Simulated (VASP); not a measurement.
Input:

```xyz
2
Lattice="0.0000 3.3227 3.3227 3.3227 0.0000 3.3227 3.3227 3.3227 0.0000" Properties=species:S:1:pos:R:3 pbc="T T T"
Hg     0.0000     0.0000     0.0000
Te     1.6613     1.6613     1.6613
```

All values below come from revTPSS meta-GGA, VASP's PBE PAW potentials (set 64) (plane waves; VASP). Settings: 520 eV cut-off, 10×10×10 Γ-centred mesh, first-order Methfessel-Paxton smearing of 0.10 eV, potentials Hg Te.

### Question
Give the stress tensor in GPa (positive for a compressed cell).

### Answer

```
-1.04   0.00   0.00
 0.00  -1.04   0.00
 0.00   0.00  -1.04
```
The pressure is its mean diagonal, -1.04 GPa.

The compound is HgTe in the zinc blende structure. This cell is one point of a volume scan, at 1.03 of the reference volume.
